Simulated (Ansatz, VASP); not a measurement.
# Ge (Germanium) in two plane-wave programs, part 2 of 2

Aim: how closely do two programs agree when they are given the same cell, functional and k mesh? The cell is taken from a series of VASP runs on this material, whose earlier steps may have relaxed, scaled or displaced it; both programs get it as it stands.

VASP 6.6.1 and Ansatz 0.2.0.

So far. Step 6 (Ansatz: single point, r2SCAN): The run ends at a pressure of 0.43 GPa.

## (7) VASP: single point, r2SCAN

Level of this step: r2SCAN; plane waves and PAW (Ge_d) (VASP).

The same cell, functional, mesh and smearing now go to VASP, with its own data sets and cutoff.

The input, INCAR:

```
SYSTEM = Ge
PREC = Accurate
ENCUT = 410
EDIFF = 1E-06
NELM = 100
ISMEAR = -5
SIGMA = 0.05
LREAL = .FALSE.
ALGO = Normal
METAGGA = R2SCAN
LASPH = .TRUE.
NBANDS = 26
LORBIT = 11
LWAVE = .FALSE.
LCHARG = .FALSE.
KPAR = 2
NEDOS = 2001
```

The input, POSCAR:

```
Ge
1.0
    0.0000000000      2.8315135721      2.8315135721
    2.8315135721      0.0000000000      2.8315135721
    2.8315135721      2.8315135721      0.0000000000
Ge
2
Direct
    0.0000000000      0.0000000000      0.0000000000
    0.2500000000      0.2500000000      0.2500000000
```

The input, KPOINTS:

```
Automatic mesh
0
Gamma
9 9 9
0 0 0
```

Potentials, in the order of the species: Ge_d (PBE family, release 64).

Started as:

```bash
> mpirun -np 2 vasp_std
```

Numbers of over 12 decimals in the logs are rounded to 6 here.

The log of the run:

```text
[banner, memory and clock lines left out]
running    2 mpi-ranks, on    1 nodes
[...]
[... a notice as in an earlier step ...]

 LDA part: xc-table for (None), standard interpolation
 POSCAR, INCAR and KPOINTS ok, starting setup
[...]
entering main loop
       N       E                     dE             d eps       ncg     rms          rms(c)
DAV:   1     0.164307906728E+03    0.16431E+03   -0.11741E+04  2288   0.265E+03
DAV:   2    -0.266149799859E+01   -0.16697E+03   -0.15907E+03  1836   0.520E+02
DAV:   3    -0.296222520579E+02   -0.26961E+02   -0.26751E+02  2052   0.118E+02
DAV:   4    -0.304217617956E+02   -0.79951E+00   -0.79904E+00  2030   0.234E+01
[...]
DAV:  12    -0.277340747487E+02   -0.24953E-05   -0.16726E-05  2206   0.411E-02    0.337E-03
DAV:  13    -0.277340776082E+02   -0.28595E-05   -0.47827E-07  1508   0.644E-03    0.148E-03
DAV:  14    -0.277340783444E+02   -0.73622E-06   -0.29398E-07  1034   0.904E-03
   1 F= -.27734078E+02 E0= -.27734078E+02  d E =0.000000E+00
```

Parts of OUTCAR (step 7):

```text
  Total        0.0361791      0.0361791      0.0361791      0.0000000      0.0000000     -0.0000000
  in kB        1.2766819      1.2766819      1.2766819      0.0000000      0.0000000     -0.0000000
  external PRESSURE =       1.2766819 kB  Pullay stress =       0.0000000 kB

 POSITION                                       TOTAL-FORCE (eV/Angst)
 -----------------------------------------------------------------------------------
      0.00000      0.00000      0.00000         0.000000     -0.000000      0.000000
      1.41576      1.41576      1.41576        -0.000000      0.000000     -0.000000
 -----------------------------------------------------------------------------------
    total drift:                                0.000000      0.000000      0.000000

  FREE ENERGIE OF THE ION-ELECTRON SYSTEM (eV)
  ---------------------------------------------------
  free  energy   TOTEN  =       -27.7340783444 eV

  energy  without entropy=      -27.7340783444  energy(sigma->0) =      -27.73407834

[... 1 part as in an earlier step ...]

[... 2 further parts left out ...]
[key lines of the parts left out:]
E-fermi :   4.7963
```

The run ends at a pressure of 0.13 GPa.

## (8) Differences

The two programs side by side:

```csv
quantity,Ansatz,VASP,difference
pressure (GPa),0.43,0.13,+0.30
pressure without Ansatz's Pulay correction (GPa),0.37,0.13,+0.25
gap on the k mesh (eV),0.417,0.377,+0.040
```

A gap on the mesh is an upper bound, since the band edges may lie between its points. Ansatz's pressure holds a Pulay correction of 0.05 GPa; VASP's holds none.

## (9) VASP: band structure, r2SCAN, spin-orbit coupling

Levels along a path test the potential and the projectors away from the mesh points.

The input, INCAR:

```
SYSTEM = Ge
PREC = Accurate
ENCUT = 410
EDIFF = 1E-06
NELM = 100
ISMEAR = 0
SIGMA = 0.05
LREAL = .FALSE.
ALGO = Normal
METAGGA = R2SCAN
LASPH = .TRUE.
LNONCOLLINEAR = .TRUE.
MAGMOM = 0 0 0 0 0 0
NBANDS = 40
GGA_COMPAT = .FALSE.
LSORBIT = .TRUE.
LORBIT = 11
LWAVE = .FALSE.
LCHARG = .FALSE.
KPAR = 2
```

POSCAR is that of step 7.

The input, KPOINTS:

```
Automatic mesh
0
Gamma
5 5 5
0 0 0
```

The input, KPOINTS_OPT:

```
Line mode
16
Line-mode
Reciprocal
  0.00000000   0.00000000   0.00000000 GAMMA
  0.50000000   0.00000000   0.50000000 X

  0.50000000   0.00000000   0.50000000 X
  0.50000000   0.25000000   0.75000000 W

  0.50000000   0.25000000   0.75000000 W
  0.37500000   0.37500000   0.75000000 K

  0.37500000   0.37500000   0.75000000 K
  0.00000000   0.00000000   0.00000000 GAMMA

  0.00000000   0.00000000   0.00000000 GAMMA
  0.50000000   0.50000000   0.50000000 L

  0.50000000   0.50000000   0.50000000 L
  0.62500000   0.25000000   0.62500000 U

  0.62500000   0.25000000   0.62500000 U
  0.50000000   0.25000000   0.75000000 W

  0.50000000   0.25000000   0.75000000 W
  0.50000000   0.50000000   0.50000000 L

  0.50000000   0.50000000   0.50000000 L
  0.37500000   0.37500000   0.75000000 K

  0.62500000   0.25000000   0.62500000 U
  0.50000000   0.00000000   0.50000000 X
```

Started as:

```bash
> mpirun -np 2 vasp_ncl
```

The log of the run:

```text
[... set-up lines as in an earlier step ...]
 entering main loop
       N       E                     dE             d eps       ncg     rms          rms(c)
DAV:   1     0.227920882977E+03    0.22792E+03   -0.11935E+04  1008   0.349E+03
DAV:   2     0.139297269286E+02   -0.21399E+03   -0.20630E+03   800   0.799E+02
DAV:   3    -0.279912405908E+02   -0.41921E+02   -0.41459E+02   912   0.190E+02
DAV:   4    -0.303102521247E+02   -0.23190E+01   -0.23167E+01   896   0.531E+01
[...]
DAV:  11    -0.276621773761E+02    0.12848E-03   -0.27931E-04   992   0.334E-01    0.176E-02
DAV:  12    -0.276621536264E+02    0.23750E-04   -0.14754E-04  1144   0.234E-01    0.664E-03
DAV:  13    -0.276621539668E+02   -0.34035E-06   -0.89449E-06   872   0.411E-02
   1 F= -.27662154E+02 E0= -.27662154E+02  d E =-.186708E-06  mag=     0.0000     0.0000    -0.0000
 Start KPOINTS_OPT (optional k-point list driver)
k-point batch [1-10\160]
       N       E                     dE             ncg
DAV:   1    -0.144762767587E+04   -0.29775E+04      984
DAV:   2    -0.360797886701E+04   -0.21604E+04      800
DAV:   3    -0.406071342650E+04   -0.45273E+03      912
DAV:   4    -0.408655704388E+04   -0.25844E+02      880
DAV:   5    -0.408704785242E+04   -0.49081E+00      896
DAV:   6    -0.408706117695E+04   -0.13325E-01     1000
DAV:   7    -0.408706160347E+04   -0.42653E-03      968
DAV:   8    -0.408706161904E+04   -0.15560E-04      952
DAV:   9    -0.408706161966E+04   -0.62408E-06      688
[...]
k-point batch [151-160\160]
       N       E                     dE             ncg
DAV:   1    -0.161443427461E+04   -0.10335E+05      992
DAV:   2    -0.377928284239E+04   -0.21648E+04      800
DAV:   3    -0.420421450858E+04   -0.42493E+03      896
DAV:   4    -0.422792166227E+04   -0.23707E+02      944
[...]
DAV:   8    -0.422842875592E+04   -0.36705E-04      952
DAV:   9    -0.422842875811E+04   -0.21931E-05      832
DAV:  10    -0.422842875822E+04   -0.10337E-06      592
```

OUTCAR, selected parts (step 9):

```text
  Total       -0.0852839     -0.0852839     -0.0852839      0.0000000      0.0000000      0.0000000
  in kB       -3.0094806     -3.0094806     -3.0094806      0.0000000      0.0000000      0.0000000
  external PRESSURE =      -3.0094806 kB  Pullay stress =       0.0000000 kB

 POSITION                                       TOTAL-FORCE (eV/Angst)
 -----------------------------------------------------------------------------------
      0.00000      0.00000      0.00000         0.000000     -0.000000     -0.000000
      1.41576      1.41576      1.41576        -0.000000      0.000000      0.000000
 -----------------------------------------------------------------------------------
    total drift:                                0.000000      0.000000      0.000000

  FREE ENERGIE OF THE ION-ELECTRON SYSTEM (eV)
  ---------------------------------------------------
  free  energy   TOTEN  =       -27.6621539668 eV

  energy  without entropy=      -27.6621537801  energy(sigma->0) =      -27.66215387

 magnetization (x)
# of ion       s       p       d       tot
------------------------------------------
    1        0.000   0.000   0.000   0.000
    2        0.000   0.000   0.000   0.000
--------------------------------------------------
tot          0.000   0.000   0.000   0.000

 magnetization (y)
# of ion       s       p       d       tot
------------------------------------------
    1        0.000   0.000  -0.000   0.000
    2        0.000  -0.000  -0.000  -0.000
--------------------------------------------------
tot          0.000  -0.000  -0.000   0.000

 magnetization (z)
# of ion       s       p       d       tot
------------------------------------------
    1       -0.000   0.000   0.000  -0.000
    2        0.000   0.000  -0.000   0.000
--------------------------------------------------
tot         -0.000   0.000   0.000   0.000

[... 1 part as in an earlier step ...]

[... 2 further parts left out ...]
[key lines of the parts left out:]
E-fermi :   5.0298
```

The run ends at a pressure of -0.30 GPa.

## (10) Ansatz: band structure, r2SCAN, spin-orbit coupling

The same cell, functional, mesh and smearing now go to Ansatz, which takes its cutoff from its data sets.

The cell is taken from a series of VASP runs on this material, whose earlier steps may have relaxed, scaled or displaced it; both programs get it as it stands.

The input, input.yaml:

```yaml
crystal:
  lattice:
    - [0.0, 2.8315135721, 2.8315135721]
    - [2.8315135721, 0.0, 2.8315135721]
    - [2.8315135721, 2.8315135721, 0.0]
  atoms:
    - { symbol: Ge, position: [0.0, 0.0, 0.0] }
    - { symbol: Ge, position: [0.25, 0.25, 0.25] }
hamiltonian:
  xc: r2scan
  pseudopotentials: { kind: paw_fr }
magnetization:
  noncollinear: true
  spin_orbit: true
kpoints:
  mp_grid: { grid: [5, 5, 5] }
  band_path:
    path:
      - [0.0, 0.0, 0.0]
      - [0.16667, 0.0, 0.16667]
      - [0.33333, 0.0, 0.33333]
      - [0.5, 0.0, 0.5]
      - [0.5, 0.08333, 0.58333]
      - [0.5, 0.18333, 0.68333]
      - [0.5, 0.25, 0.75]
      - [0.45, 0.3, 0.75]
      - [0.40833, 0.34167, 0.75]
      - [0.35, 0.35, 0.7]
      - [0.225, 0.225, 0.45]
      - [0.075, 0.075, 0.15]
      - [0.03333, 0.03333, 0.03333]
      - [0.23333, 0.23333, 0.23333]
      - [0.4, 0.4, 0.4]
      - [0.51667, 0.46667, 0.51667]
      - [0.55833, 0.38333, 0.55833]
      - [0.60833, 0.28333, 0.60833]
      - [0.60833, 0.25, 0.64167]
      - [0.55833, 0.25, 0.69167]
      - [0.51667, 0.25, 0.73333]
      - [0.5, 0.3, 0.7]
      - [0.5, 0.38333, 0.61667]
      - [0.5, 0.48333, 0.51667]
      - [0.475, 0.475, 0.55]
      - [0.425, 0.425, 0.65]
      - [0.38333, 0.38333, 0.73333]
      - [0.59167, 0.18333, 0.59167]
      - [0.55, 0.1, 0.55]
      - [0.5, 0.0, 0.5]
    npoints: 1
scf:
  occupations: { method: gaussian, width: 0.05 }
  n_extra_bands: 14
output:
  forces: true
  stress: true
  eigenvalues: true
  write_density: true
  write_potential: true
  elf: true
  volumetric_format: npy
```

Started as:

```bash
> ansatz run input.yaml --threads 2 --pin off --max-ram 4608MiB --backend cpu --events-out ev --progress --plain --runs-dir out
```

The log of the run:

```text
[...]
non-collinear run that drives no moment, with spin-orbit: no starting moment large enough to seed its density (crystal.atoms[].spin), no starting occupations that ask for one, no magnetisation constraint and no magnetic field, so the semilocal B_xc is pinned to zero
Crystal: 2 atoms, lattice volume = 45.403 Å³
[...]
k-point 1: bands = [... 24 lower, 7.5574, 7.5574, 7.7415, 7.7415, 9.4814, 9.4814, 11.9255, 11.9255, ... 10 higher]
  k-point 2: bands = [... 24 lower, 6.8761, 6.8761, 7.0581, 7.0581, 8.8944, 8.8944, 12.3295, 12.3295, ... 10 higher]
  k-point 9: bands = [... 24 lower, 4.1507, 4.1507, 5.1439, 5.1439, 11.9858, 11.9858, 12.2548, 12.2548, ... 10 higher]
[key lines of the parts left out:]
SCF converged after 6 iterations
Magnetization: |M| = 0.0000 μB,  M = (+0.0000, +0.0000, +0.0000) μB
Free energy (F): -8600.257888 eV
Fermi energy:    8.617829 eV
P = ⅓ Tr σ = 0.3161 GPa (3.161 kbar)
```

Elapsed: 19 s, on 2 threads of Arm Neoverse N1, shared host; peak memory 0.52 GiB.

## (11) Side by side

What differs besides the data sets and the points named for the pairs above, as far as they apply: spin-orbit coupling enters by fully relativistic files in Ansatz and inside the spheres in VASP. Total energies have different zeros and are not compared.

The two programs side by side:

```csv
quantity,Ansatz,VASP,difference
pressure (GPa),0.32,-0.30,+0.62
pressure without Ansatz's Pulay correction (GPa),0.27,-0.30,+0.57
gap over the path points (eV),0.329,0.285,+0.044
```

Levels at points of the path, from each program's valence-band top (eV; 6 filled, then empty):

```csv
k (reciprocal lattice),Ansatz,VASP
0.000 0.000 0.000,-0.29 -0.29 0.00 0.00 0.00 0.00 0.33 0.33 2.49 2.49 2.69 2.69,-0.29 -0.29 0.00 0.00 0.00 0.00 0.28 0.28 2.47 2.47 2.68 2.68
0.167 0.000 0.167,-3.27 -3.27 -1.48 -1.48 -1.40 -1.40 1.69 1.69 2.99 2.99 4.57 4.57,-3.28 -3.28 -1.48 -1.48 -1.41 -1.41 1.67 1.67 2.96 2.96 4.56 4.56
0.333 0.000 0.333,-6.46 -6.46 -2.83 -2.83 -2.81 -2.81 0.78 0.78 2.15 2.15 7.63 7.63,-6.47 -6.47 -2.84 -2.84 -2.81 -2.81 0.77 0.77 2.14 2.14 7.62 7.62
0.500 0.000 0.500,-9.29 -9.29 -3.31 -3.31 -3.31 -3.31 0.89 0.89 0.89 0.89 10.00 10.00,-9.30 -9.30 -3.31 -3.31 -3.31 -3.31 0.88 0.88 0.88 0.88 9.98 9.98
0.500 0.083 0.583,-9.26 -9.26 -3.58 -3.58 -3.54 -3.54 1.45 1.45 1.49 1.49 8.96 8.96,-9.27 -9.27 -3.58 -3.58 -3.54 -3.54 1.44 1.44 1.48 1.48 8.94 8.94
0.500 0.183 0.683,-9.20 -9.20 -4.06 -4.06 -3.99 -3.99 3.20 3.20 3.26 3.26 6.45 6.45,-9.21 -9.21 -4.06 -4.06 -3.99 -3.99 3.19 3.19 3.25 3.25 6.44 6.44
0.500 0.250 0.750,-9.18 -9.18 -4.18 -4.18 -4.10 -4.10 4.52 4.52 4.65 4.65 4.96 4.96,-9.19 -9.19 -4.18 -4.18 -4.10 -4.10 4.50 4.50 4.63 4.63 4.96 4.96
0.450 0.300 0.750,-8.83 -8.83 -4.42 -4.42 -3.61 -3.61 2.82 2.82 4.48 4.48 6.01 6.01,-8.84 -8.84 -4.42 -4.42 -3.61 -3.61 2.81 2.81 4.46 4.46 6.00 6.00
0.408 0.342 0.750,-8.70 -8.70 -4.55 -4.55 -3.06 -3.06 1.66 1.66 4.36 4.36 7.09 7.09,-8.71 -8.71 -4.55 -4.55 -3.06 -3.06 1.65 1.65 4.34 4.34 7.08 7.08
0.350 0.350 0.700,-8.40 -8.40 -4.69 -4.69 -2.66 -2.66 1.48 1.48 5.39 5.39 7.07 7.07,-8.41 -8.41 -4.69 -4.69 -2.66 -2.66 1.46 1.46 5.37 5.37 7.04 7.04
```

Among the levels compared at these points, filled levels agree within 15 meV and empty ones within 44 meV. Ansatz's pressure holds a Pulay correction of 0.05 GPa; VASP's holds none.

## (12) What came out

| Property | Result |
| --- | --- |
| difference in gap over the path points (band structure, r2SCAN) | 0.041 eV |
| difference in gap on the k mesh (single point, r2SCAN) | 0.040 eV |
| difference in gap over the path points (band structure, r2SCAN, spin-orbit coupling) | 0.044 eV |
| difference in pressure (band structure, r2SCAN, spin-orbit coupling) | 0.62 GPa |

**Reading.** The difference in pressure is 0.62 GPa (band structure, r2SCAN, spin-orbit coupling), within the 1 GPa picked in this series as the mark of a large difference. For band structure, r2SCAN, no further run moves any of the tabulated differences by more than a quarter of its size. How closely two codes agree says nothing of how well the functional describes the real material.

[Lines on the potential files, build, host, timing and source positions are cut from VASP's logs without a mark.]

[Logs are printed without paths, hosts, clocks, repeated set-up lines and the standing remarks that a program may print on its own settings, such as how far it seeks lower states.]

[Hosts, paths, dates, database ids (printed as entryN), source tags and the programs' standing remarks are cut or masked in the printed files.]
